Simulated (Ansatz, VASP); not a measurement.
# SiO2 in two plane-wave programs, part 2 of 3

Wanted: the spread between two codes on one cell, functional and k mesh. The cell is taken from a series of runs on this material, whose earlier steps may have relaxed, scaled, displaced or heated it; both programs get it as it stands.

VASP 6.6.1 and Ansatz 0.2.0.

So far: Set-up; Ansatz: zone-centre phonons, LDA.

## 3. VASP: zone-centre phonons, LDA

Level of this step: LDA; plane waves and PAW (O, Si) (VASP).

The same cell, functional (in two slightly different forms) and mesh now go to VASP, with its own data sets.

Lines of VASP's logs that name or quote its potential files are left out, and so is its time.

File INCAR:

```
SYSTEM = SiO2
PREC = Accurate
ENCUT = 600
EDIFF = 1E-08
NELM = 120
ISMEAR = 0
SIGMA = 0.01
LREAL = .FALSE.
ALGO = Normal
GGA = PW92
NBANDS = 22
LORBIT = 11
LWAVE = .FALSE.
LCHARG = .FALSE.
ISIF = 2
IBRION = 8
LEPSILON = .TRUE.
LASPH = .TRUE.
GGA_COMPAT = .FALSE.
EFERMI = MIDGAP
KPAR = 2
```

File POSCAR:

```
SiO2
1.0
    4.1384259002      0.0000000000      0.0000000000
    0.0000000000      4.1384259002      0.0000000000
    0.0000000000      0.0000000000      2.6557697671
O Si
4 2
Direct
    0.6948079481      0.6948079481      0.0000000000
    0.1948079481      0.8051920519      0.5000000000
    0.3051920519      0.3051920519      0.0000000000
    0.8051920519      0.1948079481      0.5000000000
    0.5000000000      0.5000000000      0.5000000000
    0.0000000000      0.0000000000      0.0000000000
```

File KPOINTS:

```
Automatic mesh
0
Gamma
8 8 8
0 0 0
```

PAW data sets: O and Si (LDA family, release 64).

Run with:

```sh
mpirun -np 2 vasp_std
```

What it wrote:

```text
[banner, memory and clock lines left out]
running    2 mpi-ranks, on    1 nodes
 distrk:  each k-point on    1 cores,    2 groups
 distr:  one band on    1 cores,    1 groups

 POSCAR found type information on POSCAR O Si
 POSCAR found :  2 types and       6 ions
|                                                                             |
|               ----> ADVICE to this user running VASP <----                  |
|                                                                             |
|     You enforced a specific xc type in the INCAR file but a different       |
|     [... a line on the potential file left out ...]
|     I HOPE YOU KNOW WHAT YOU ARE DOING!                                     |
|                                                                             |

 LDA part: xc-table for (Slater(with rela. corr.)+PW92), standard interpolation
 POSCAR, INCAR and KPOINTS ok, starting setup
 FFT: planning ... GRIDC
 FFT: planning ... GRID_SOFT
 FFT: planning ... GRID
 WAVECAR not read
 entering main loop
       N       E                     dE             d eps       ncg     rms          rms(c)
DAV:   1     0.157884507563E+03    0.15788E+03   -0.19634E+04  3324   0.158E+03
DAV:   2    -0.497876719067E+02   -0.20767E+03   -0.19840E+03  4292   0.323E+02
DAV:   3    -0.569611765704E+02   -0.71735E+01   -0.71463E+01  4194   0.600E+01
DAV:   4    -0.570122835995E+02   -0.51107E-01   -0.51085E-01  4104   0.586E+00
DAV:   5    -0.570127554118E+02   -0.47181E-03   -0.47178E-03  4104   0.540E-01    0.183E+01
DAV:   6    -0.521355327165E+02    0.48772E+01   -0.17058E+01  3948   0.281E+01    0.877E+00
DAV:   7    -0.520719471494E+02    0.63586E-01   -0.60249E-01  3936   0.499E+00    0.309E+00
DAV:   8    -0.520419772107E+02    0.29970E-01   -0.21623E-02  3990   0.140E+00    0.108E+00
DAV:   9    -0.520367374710E+02    0.52397E-02   -0.49188E-03  3990   0.621E-01    0.222E-01
DAV:  10    -0.520367479997E+02   -0.10529E-04   -0.17916E-04  4008   0.116E-01    0.582E-02
DAV:  11    -0.520367438907E+02    0.41089E-05   -0.22368E-05  4092   0.368E-02    0.159E-02
DAV:  12    -0.520367434412E+02    0.44957E-06   -0.19782E-06  3906   0.112E-02    0.551E-03
DAV:  13    -0.520367434568E+02   -0.15588E-07   -0.19506E-07  4110   0.323E-03    0.127E-03
DAV:  14    -0.520367434556E+02    0.11519E-08   -0.36330E-09  2550   0.458E-04
   1 F= -.52036743E+02 E0= -.52036743E+02  d E =0.000000E+00
 Linear response reoptimize wavefunctions to high precision
DAV:   1    -0.520367434554E+02    0.18008E-09   -0.57191E-10  2682   0.236E-04
DAV:   2    -0.520367434555E+02   -0.35925E-10   -0.97681E-11  2334   0.794E-05
 Linear response G [H, r] |phi>, progress :
  Direction:   1
       N       E                     dE             d eps       ncg     rms
RMM:   1    -0.139472680272E+03   -0.13947E+03    0.18084E+00  7488   0.987E+01
RMM:   2    -0.116506247702E+03    0.22966E+02   -0.92505E+00  5495   0.217E+01
RMM:   3    -0.116561933635E+03   -0.55686E-01   -0.10630E-01  5742   0.210E+00
RMM:   4    -0.116563356358E+03   -0.14227E-02   -0.16801E-03  6025   0.252E-01
RMM:   5    -0.116563377259E+03   -0.20902E-04   -0.41084E-05  6074   0.369E-02
RMM:   6    -0.116563377275E+03   -0.15904E-07    0.12028E-05  6150   0.782E-03
RMM:   7    -0.116563377212E+03    0.63372E-07    0.15330E-05  6108   0.398E-03
RMM:   8    -0.116563377225E+03   -0.12949E-07    0.20214E-05  4890   0.342E-03
RMM:   9    -0.116563377220E+03    0.50304E-08    0.10110E-05  4069   0.336E-03
RMM:  10    -0.116563377155E+03    0.65025E-07    0.10978E-05  3872   0.337E-03
RMM:  11    -0.116563377325E+03   -0.17092E-06    0.12044E-04  3868   0.338E-03
 Linear response G [H, r] |phi>, progress :
  Direction:   2
       N       E                     dE             d eps       ncg     rms
RMM:   1    -0.139137920750E+03   -0.13914E+03    0.48226E+01  7479   0.997E+01
RMM:   2    -0.113052885686E+03    0.26085E+02   -0.10422E+01  5525   0.233E+01
RMM:   3    -0.113127990965E+03   -0.75105E-01   -0.11263E-01  5753   0.222E+00
RMM:   4    -0.113129698051E+03   -0.17071E-02   -0.18544E-03  6055   0.274E-01
RMM:   5    -0.113129722609E+03   -0.24558E-04   -0.50358E-05  6128   0.390E-02
RMM:   6    -0.113129723085E+03   -0.47616E-06   -0.95206E-07  6192   0.846E-03
RMM:   7    -0.113129723006E+03    0.79311E-07    0.11938E-06  6129   0.446E-03
RMM:   8    -0.113129723065E+03   -0.58742E-07    0.21295E-06  4946   0.389E-03
RMM:   9    -0.113129722967E+03    0.97962E-07    0.10219E-05  4089   0.383E-03
RMM:  10    -0.113129723275E+03   -0.30792E-06    0.38261E-06  3913   0.383E-03
RMM:  11    -0.113129723538E+03   -0.26273E-06   -0.41369E-05  3910   0.387E-03
 Linear response G [H, r] |phi>, progress :
  Direction:   3
       N       E                     dE             d eps       ncg     rms
RMM:   1    -0.135078696619E+03   -0.13508E+03    0.32241E+01  7217   0.956E+01
[...]
RMM:   3    -0.335024904894E+00   -0.46334E-04   -0.64098E-05  5776   0.386E-02
RMM:   4    -0.335025894810E+00   -0.98992E-06   -0.13009E-06  5944   0.504E-03
RMM:   5    -0.335025914340E+00   -0.19529E-07   -0.94978E-08  5472   0.871E-04
RMM:   6    -0.335025915009E+00   -0.66865E-09   -0.60301E-08  3981   0.279E-04
 change of polarisation eV/A/(eV/A) component  3 :    -0.057    -0.047     0.670
[...]
RMM:   2    -0.334978481136E+00    0.73112E-03   -0.56065E-03  5589   0.414E-01    0.105E+00
RMM:   3    -0.324831234598E+00    0.10147E-01   -0.66119E-03  5423   0.501E-01    0.603E-01
RMM:   4    -0.333805302523E+00   -0.89741E-02   -0.10247E-02  5591   0.621E-01    0.543E-02
RMM:   5    -0.334707393246E+00   -0.90209E-03   -0.14289E-04  5819   0.914E-02    0.105E-02
RMM:   6    -0.334819378795E+00   -0.11199E-03   -0.18767E-06  6008   0.881E-03    0.518E-03
RMM:   7    -0.334876379974E+00   -0.57001E-04   -0.24860E-07  6045   0.273E-03    0.326E-04
RMM:   8    -0.334885028734E+00   -0.86488E-05   -0.11858E-08  6054   0.559E-04    0.136E-04
RMM:   9    -0.334885647296E+00   -0.61856E-06   -0.37513E-08  5017   0.283E-04    0.129E-05
RMM:  10    -0.334885860699E+00   -0.21340E-06   -0.55013E-08  2924   0.188E-04    0.676E-06
 change of polarisation eV/A/(eV/A) component  3 :    -0.056    -0.046     0.632
 dielectric tensor                  component  3 :    -0.224    -0.182     3.514
 Linear response DOF=           4
 Linear response progress:
  Degree of freedom:   1/  4
       N       E                     dE             d eps       ncg     rms          rms(c)
RMM:   1    -0.377494959181E+00   -0.37749E+00    0.31628E-01 14037   0.382E+00
RMM:   2    -0.369177072260E+00    0.83179E-02   -0.91475E-03 12952   0.607E-01    0.243E-01
RMM:   3    -0.370211389304E+00   -0.10343E-02   -0.15045E-03 11954   0.225E-01    0.131E-01
RMM:   4    -0.372090106223E+00   -0.18787E-02   -0.11388E-03 12592   0.180E-01    0.359E-02
RMM:   5    -0.372208396233E+00   -0.11829E-03   -0.35940E-05 13405   0.368E-02    0.103E-02
RMM:   6    -0.372260439394E+00   -0.52043E-04   -0.15487E-06 13700   0.524E-03    0.289E-03
RMM:   7    -0.372258702393E+00    0.17370E-05   -0.21780E-07 13478   0.207E-03    0.485E-04
RMM:   8    -0.372257628944E+00    0.10734E-05    0.51497E-08 13832   0.464E-04    0.205E-04
RMM:   9    -0.372258511160E+00   -0.88222E-06    0.43720E-08 13797   0.235E-04    0.275E-05
RMM:  10    -0.372258241999E+00    0.26916E-06    0.41372E-08 13737   0.140E-04    0.105E-05
RMM:  11    -0.372258300753E+00   -0.58754E-07    0.35646E-08 13957   0.124E-04    0.210E-06
RMM:  12    -0.372258299005E+00    0.17488E-08    0.13007E-08 13348   0.119E-04    0.947E-07
 first order change of Fermi-energy  -0.16029E+00
 force on displaced ion       1 direction 1 : -23.518 -11.464   0.000
 Born effective charge ion    1 direction 1 :  -1.888  -0.544   0.000
 Linear response progress:
  Degree of freedom:   2/  4
       N       E                     dE             d eps       ncg     rms          rms(c)
RMM:   1    -0.353967224137E+00   -0.35397E+00    0.35588E-01 12115   0.383E+00
RMM:   2    -0.347222355676E+00    0.67449E-02   -0.77692E-03 11040   0.562E-01    0.241E-01
RMM:   3    -0.348530659984E+00   -0.13083E-02   -0.94466E-04  9889   0.194E-01    0.129E-01
RMM:   4    -0.350842643518E+00   -0.23120E-02   -0.96794E-04 10171   0.188E-01    0.232E-02
RMM:   5    -0.350744831405E+00    0.97812E-04   -0.40561E-05 11530   0.385E-02    0.284E-03
RMM:   6    -0.350793755447E+00   -0.48924E-04   -0.10538E-06 11983   0.555E-03    0.110E-03
RMM:   7    -0.350785713853E+00    0.80416E-05    0.24480E-07 11864   0.137E-03    0.164E-04
RMM:   8    -0.350786665338E+00   -0.95148E-06   -0.53507E-08 12092   0.283E-04    0.735E-05
RMM:   9    -0.350786828786E+00   -0.16345E-06   -0.45931E-08 12116   0.152E-04    0.960E-06
RMM:  10    -0.350787044905E+00   -0.21612E-06   -0.37114E-08 11259   0.124E-04    0.598E-06
RMM:  11    -0.350787026870E+00    0.18035E-07   -0.47302E-08 11470   0.114E-04    0.948E-07
RMM:  12    -0.350787026409E+00    0.46134E-09   -0.21349E-08  8874   0.111E-04    0.268E-07
 first order change of Fermi-energy   0.33218E-03
 force on displaced ion       1 direction 3 :  -0.004  -0.004 -21.084
 Born effective charge ion    1 direction 3 :  -0.000  -0.000  -2.011
 Linear response progress:
  Degree of freedom:   3/  4
       N       E                     dE             d eps       ncg     rms          rms(c)
RMM:   1    -0.331069866986E-01   -0.33107E-01    0.12744E-01 21885   0.194E+00
RMM:   2    -0.239762122704E-01    0.91308E-02   -0.43694E-03 12941   0.507E-01    0.170E-01
RMM:   3    -0.232873347830E-01    0.68888E-03   -0.42276E-04 13293   0.109E-01    0.106E-01
RMM:   4    -0.228555394713E-01    0.43180E-03   -0.49037E-04 13316   0.129E-01    0.169E-02
RMM:   5    -0.228405615258E-01    0.14978E-04   -0.18432E-05 13435   0.208E-02    0.764E-03
RMM:   6    -0.228372941732E-01    0.32674E-05    0.32151E-06 13300   0.809E-03    0.135E-03
RMM:   7    -0.228393186835E-01   -0.20245E-05    0.31259E-07 13572   0.113E-03    0.607E-04
RMM:   8    -0.228409507053E-01   -0.16320E-05   -0.87592E-08 13563   0.515E-04    0.824E-05
RMM:   9    -0.228411224971E-01   -0.17179E-06   -0.95263E-08 13616   0.137E-04    0.333E-05
RMM:  10    -0.228411539762E-01   -0.31479E-07   -0.89314E-08 13690   0.679E-05    0.820E-06
RMM:  11    -0.228411464621E-01    0.75141E-08   -0.65499E-08 13789   0.465E-05    0.239E-06
 first order change of Fermi-energy  -0.85819E-05
 force on displaced ion       5 direction 1 : -33.612  -7.446   0.000
 Born effective charge ion    5 direction 1 :   3.776  -0.344   0.000
 Linear response progress:
  Degree of freedom:   4/  4
       N       E                     dE             d eps       ncg     rms          rms(c)
RMM:   1    -0.192661658357E-01   -0.19266E-01    0.37109E-02 10341   0.126E+00
RMM:   2    -0.166322907326E-01    0.26339E-02   -0.11245E-03  7704   0.232E-01    0.202E-01
RMM:   3    -0.165639211011E-01    0.68370E-04   -0.13672E-04  7915   0.672E-02    0.120E-01
RMM:   4    -0.166691588271E-01   -0.10524E-03   -0.17764E-04  7844   0.749E-02    0.959E-03
RMM:   5    -0.166382149063E-01    0.30944E-04   -0.28589E-06  7896   0.127E-02    0.210E-03
RMM:   6    -0.166375384393E-01    0.67647E-06   -0.21966E-08  8129   0.119E-03    0.582E-04
RMM:   7    -0.166357123004E-01    0.18261E-05    0.36926E-08  8148   0.550E-04    0.113E-04
RMM:   8    -0.166354883654E-01    0.22393E-06    0.12271E-08  8161   0.117E-04    0.481E-05
RMM:   9    -0.166355352256E-01   -0.46860E-07   -0.40162E-09  8282   0.494E-05    0.239E-06
RMM:  10    -0.166355292393E-01    0.59863E-08   -0.33999E-09  7458   0.345E-05    0.108E-06
 first order change of Fermi-energy  -0.94043E-06
 force on displaced ion       5 direction 3 :  -0.000  -0.000 -24.867
 Born effective charge ion    5 direction 3 :   0.000   0.000   4.020
 Born effective charges drift removed
 Linear response finished
```

(Part 2 of 3 ends here.)

[Lines on the potential files, build, host, timing and source positions are cut from VASP's logs without a mark.]

[Logs are printed without paths, hosts, clocks, repeated set-up lines and the standing remarks that a program may print on its own settings, such as how far it seeks lower states.]

[Hosts, paths, dates, database ids (printed as entryN), source tags and the programs' standing remarks are cut or masked in the printed files.]
